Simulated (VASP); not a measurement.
A convergence study with VASP on GaN (zinc blende): one setting is varied, all else stays as given below, so the limit is that of these other settings. Each run relaxes cell and ions from the cell shown.

```
GaN
1.0
    0.00000     2.26000     2.26000
    2.26000     0.00000     2.26000
    2.26000     2.26000     0.00000
Ga N
1 1
Direct
  0.00000   0.00000   0.00000
  0.25000   0.25000   0.25000
```

Level of theory: PBE GGA, VASP's PBE PAW potentials (set 64) (plane waves; VASP 6.6.1). The tightest run used: 700 eV cut-off, 14×14×14 Γ-centred mesh, Gaussian smearing of 0.050 eV, potentials Ga_d N.

Gaps are read on the run's mesh, which can miss a band edge.

```tsv
setting	relaxed volume (Å³/atom)	E (eV/atom)	gap on the mesh (eV)	irreducible k-points
2×2×2 mesh	11.979	-5.2265	1.181	3
3×3×3 mesh	11.775	-5.9316	1.471	4
4×4×4 mesh	11.752	-6.0470	1.534	8
```

Q: These are the cheaper rows. Estimate the results at 14×14×14 mesh, and how far the last row shown lies from them.

A: 
```csv
quantity,tightest run,last row shown is off by
relaxed volume (Å³/atom),11.759,-0.007
E (eV/atom),-6.0790,0.0320
gap on the mesh (eV),1.550,-0.016
```

Left out are rungs that failed or repeat a setting and relaxations that didn't move; long series are thinned to 24 rows.

The compound is GaN in the zinc blende structure, a metastable form; wurtzite is the usual one.
